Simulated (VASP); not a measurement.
VASP ran on this input.

**POSCAR**
```
TiMo2
1
    0.0000000000     2.2473573695     6.5545453138
    1.5615831747    -0.0000000000     6.5545453138
    1.5615831747     2.2473573695     0.0000000000
Ti Mo
1 2
Direct
  0.0000000000   0.0000000000   0.0000000000
  0.3322824348   0.3322824348   0.6677175652
  0.6677175652   0.6677175652   0.3322824348
```

KPOINTS:
```
kpoints
0
gamma
14 14 14
0 0 0
```

**INCAR**
```
SYSTEM = TiMo2
PREC = Accurate
ENCUT = 400
EDIFF = 1E-7
NELM = 100
ALGO = Normal
LREAL = .FALSE.
LASPH = .TRUE.
ISMEAR = -5
GGA = PS
LMAXMIX = 4
LWAVE = .FALSE.
LCHARG = .TRUE.
LORBIT = 11
NEDOS = 601
ISIF = 2
LEFG = .TRUE.
```

POTCAR, in this order: Ti_sv Mo_sv (PBE.64 set). Program: vasp_std.

Problem. Write an equivalent input for Quantum ESPRESSO's pw.x.

Solution. One equivalent input (not run):
```
&CONTROL
  calculation = 'scf'
  pseudo_dir = './pseudo'
  outdir = './out'
  tprnfor = .true.
  tstress = .true.
/
&SYSTEM
  ibrav = 0
  nat = 3
  ntyp = 2
  ecutwfc = 84
  occupations = 'tetrahedra'
  input_dft = 'pbesol'
/
&ELECTRONS
  conv_thr = 7.3e-09
  electron_maxstep = 100
/
ATOMIC_SPECIES
  Ti 47.867 Ti.upf
  Mo 95.950 Mo.upf
CELL_PARAMETERS angstrom
     0.0000000    2.2473574    6.5545453
     1.5615832   -0.0000000    6.5545453
     1.5615832    2.2473574    0.0000000
ATOMIC_POSITIONS crystal
  Ti   0.0000000  0.0000000  0.0000000
  Mo   0.3322824  0.3322824  0.6677176
  Mo   0.6677176  0.6677176  0.3322824
K_POINTS automatic
  14 14 14 0 0 0
```
Limits of the translation: the potentials are each code's own (VASP's PAW set, PseudoDojo norm-conserving files in pw.x), so ENCUT and ecutwfc are chosen apart and not converted; conv_thr bounds pw.x's estimated SCF error, while EDIFF bounds the energy change between steps; the field gradients of LEFG aren't asked of the other code.

The structure comes from a computed database's TiMo2 entry (Fmmm); how it stands against other phases isn't given here. It was relaxed first.
